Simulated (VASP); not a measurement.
# Relaxed cell of TiC: a test of cutoff and mesh, part 2 of 2

Aim: test the relaxed volume of TiC against cutoff and mesh. The starting structure is a measured crystal structure from the Crystallography Open Database. The first relaxation on each setting starts from this cell expanded by 3 % in volume.

VASP 6.6.1.

Results so far: reference 9.90 Å³ an atom; a cutoff of 400 eV 9.84 Å³ an atom; a 10×10×10 mesh 9.90 Å³ an atom.

The database entry behind the starting cell differs from later determinations by our own check (about 0.5 % long), so it need not match the best structure at ambient conditions.

## (5) Relaxation with a cutoff of 680 eV

Level of this step: PBEsol; plane waves and PAW (Ti_sv, C) (VASP).

Against step 2 the input has ENCUT = 680. This run starts from the cell of an earlier relaxation, which isn't shown; the restart sets up the plane waves anew.

Contents of INCAR:

```
SYSTEM = TiC
PREC = Accurate
ENCUT = 680
EDIFF = 1E-06
NELM = 100
ISMEAR = 1
SIGMA = 0.15
LREAL = .FALSE.
ALGO = Normal
GGA = PS
NBANDS = 14
LASPH = .TRUE.
LORBIT = 11
LWAVE = .FALSE.
LCHARG = .FALSE.
KPAR = 4
IBRION = 2
NSW = 50
ISIF = 3
EDIFFG = -0.006
```

Contents of POSCAR:

```
TiC
1.0
    0.0000000000      2.1470155413      2.1470155413
    2.1470155413      0.0000000000      2.1470155413
    2.1470155413      2.1470155413      0.0000000000
Ti C
1 1
Direct
    0.5000000000      0.5000000000      0.5000000000
    0.0000000000      0.0000000000      0.0000000000
```

Contents of KPOINTS:

```
Automatic mesh
0
Gamma
18 18 18
0 0 0
```

PAW data sets: Ti_sv and C (PBE family, release 64).

On the command line:

```
$ mpirun -np 4 vasp_std
```

The log of the run:

```text
[... set-up lines as in an earlier step ...]
 entering main loop
       N       E                     dE             d eps       ncg     rms          rms(c)
DAV:   1     0.134500858286E+03    0.13450E+03   -0.99688E+03  5460   0.170E+03
DAV:   2    -0.128568907698E+02   -0.14736E+03   -0.13873E+03  5760   0.386E+02
DAV:   3    -0.246548724014E+02   -0.11798E+02   -0.11561E+02  8714   0.990E+01
DAV:   4    -0.251485357990E+02   -0.49366E+00   -0.49326E+00  6432   0.159E+01
[...]
DAV:  12    -0.198047558162E+02    0.82598E-05   -0.35611E-04  6180   0.223E-01    0.409E-02
DAV:  13    -0.198047469662E+02    0.88500E-05   -0.15470E-05  7064   0.344E-02    0.538E-03
DAV:  14    -0.198047464257E+02    0.54046E-06   -0.43804E-07  4252   0.921E-03
   1 F= -.19804746E+02 E0= -.19804710E+02  d E =-.198047E+02
[...]
reached required accuracy - stopping structural energy minimisation
```

Elapsed: 51 s, on 4 MPI ranks of AMD EPYC 7R43, shared host; peak memory 0.74 GiB.

From OUTCAR (step 5):

```text
  Total       -0.0060266     -0.0060266     -0.0060266     -0.0000000     -0.0000000      0.0000000
  in kB       -0.4878042     -0.4878042     -0.4878042     -0.0000000     -0.0000000      0.0000000
  external PRESSURE =      -0.4878042 kB  Pullay stress =       0.0000000 kB

 POSITION                                       TOTAL-FORCE (eV/Angst)
 -----------------------------------------------------------------------------------
      2.14702      2.14702      2.14702         0.000000      0.000000      0.000000
      0.00000      0.00000      0.00000        -0.000000     -0.000000     -0.000000
 -----------------------------------------------------------------------------------
    total drift:                                0.000000      0.000000      0.000000

  FREE ENERGIE OF THE ION-ELECTRON SYSTEM (eV)
  ---------------------------------------------------
  free  energy   TOTEN  =       -19.8047464257 eV

  energy  without entropy=      -19.8046367718  energy(sigma->0) =      -19.80470987

[... 2 parts as in an earlier step ...]

[... 2 further parts left out ...]
[key lines of the parts left out:]
E-fermi :   9.6111
```

With a cutoff of 680 eV the cell ends at 9.897 Å³ an atom, -0.04 % from the reference.

## (6) Relaxation with a 24×24×24 mesh

Against step 2 the input has a 24×24×24 mesh. This run starts from the cell of an earlier relaxation, which isn't shown; the restart sets up the plane waves anew.

INCAR, as its differences from that of step 5:

```diff
@@ -2,3 +2,3 @@
 PREC = Accurate
-ENCUT = 680
+ENCUT = 520
 EDIFF = 1E-06
```

Contents of POSCAR:

```
TiC
1.0
    0.0000000000      2.1472919733      2.1472919733
    2.1472919733      0.0000000000      2.1472919733
    2.1472919733      2.1472919733      0.0000000000
Ti C
1 1
Direct
    0.5000000000      0.5000000000      0.5000000000
    0.0000000000      0.0000000000      0.0000000000
```

Contents of KPOINTS:

```
Automatic mesh
0
Gamma
24 24 24
0 0 0
```

On the command line:

```
$ mpirun -np 4 vasp_std
```

The log of the run:

```text
[... set-up lines as in an earlier step ...]
 entering main loop
       N       E                     dE             d eps       ncg     rms          rms(c)
DAV:   1     0.122229943936E+03    0.12223E+03   -0.85363E+03 11586   0.142E+03
DAV:   2    -0.137441890888E+02   -0.13597E+03   -0.12756E+03 12236   0.354E+02
DAV:   3    -0.246641440788E+02   -0.10920E+02   -0.10731E+02 18452   0.927E+01
DAV:   4    -0.251494500066E+02   -0.48531E+00   -0.48500E+00 13792   0.151E+01
[...]
DAV:  12    -0.198021287602E+02    0.11587E-04   -0.36472E-04 13196   0.223E-01    0.420E-02
DAV:  13    -0.198021226092E+02    0.61510E-05   -0.15511E-05 14918   0.332E-02    0.608E-03
DAV:  14    -0.198021223809E+02    0.22826E-06   -0.47659E-07  9002   0.929E-03
   1 F= -.19802122E+02 E0= -.19802067E+02  d E =-.198021E+02
[...]
reached required accuracy - stopping structural energy minimisation
```

The job ended after 64 s (4 MPI ranks; peak memory 0.73 GiB).

From OUTCAR (step 6):

```text
  Total       -0.0009267     -0.0009267     -0.0009267      0.0000000     -0.0000000      0.0000000
  in kB       -0.0749821     -0.0749821     -0.0749821      0.0000000     -0.0000000      0.0000000
  external PRESSURE =      -0.0749821 kB  Pullay stress =       0.0000000 kB

 POSITION                                       TOTAL-FORCE (eV/Angst)
 -----------------------------------------------------------------------------------
      2.14729      2.14729      2.14729         0.000000      0.000000     -0.000000
      0.00000      0.00000      0.00000        -0.000000     -0.000000      0.000000
 -----------------------------------------------------------------------------------
    total drift:                               -0.000000     -0.000000      0.000000

  FREE ENERGIE OF THE ION-ELECTRON SYSTEM (eV)
  ---------------------------------------------------
  free  energy   TOTEN  =       -19.8021223809 eV

  energy  without entropy=      -19.8019557025  energy(sigma->0) =      -19.80206682

[... 1 part as in an earlier step ...]

[... 3 further parts left out ...]
[key lines of the parts left out:]
E-fermi :   9.6044
```

With a 24×24×24 mesh the cell ends at 9.901 Å³ an atom, +0.00 % from the reference.

## (7) All runs side by side

```tsv
run	volume (Å³/atom)	change (%)	pressure left (GPa)	core minutes
reference	9.901	-	-0.01	9.14
a cutoff of 400 eV	9.836	-0.65	0.06	9.74
a 10×10×10 mesh	9.903	0.01	-0.02	3.67
a cutoff of 680 eV	9.897	-0.04	-0.05	15.9
a 24×24×24 mesh	9.901	0.0	-0.01	19.1
```

Core minutes are wall time times ranks, summed over the relaxations behind a row (those for a bulk modulus apart), on shared hosts.

## (8) What came out

| Quantity | Value |
| --- | --- |
| volume of the reference | 9.901 Å³/atom |
| volume against the reference, a cutoff of 400 eV | -0.65 % |
| volume against the reference, a 10×10×10 mesh | +0.01 % |
| volume against the reference, a cutoff of 680 eV | -0.04 % |
| volume against the reference, a 24×24×24 mesh | +0.00 % |

What this shows: The volume moves most with a cutoff of 400 eV: -0.65 % against the reference (520 eV, 18×18×18 mesh). On finer settings it changes by -0.04 % with a cutoff of 680 eV and +0.00 % with a 24×24×24 mesh. The relaxations stop with up to 0.06 GPa left, which at a bulk modulus of 50 GPa, to name a scale, is 0.11 % of the volume. A cell that shrinks at the lower cutoff is the usual mark of Pulay stress, the error that a plane-wave basis makes when it is kept while the volume changes. Further runs on this material are not shown.

[Lines on the potential files, build, host, timing and source positions are cut from VASP's logs without a mark.]

[Logs are printed without paths, hosts, clocks, repeated set-up lines and the standing remarks that a program may print on its own settings, such as how far it seeks lower states.]

[Hosts, paths, dates, database ids (printed as entryN), source tags and the programs' standing remarks are cut or masked in the printed files.]
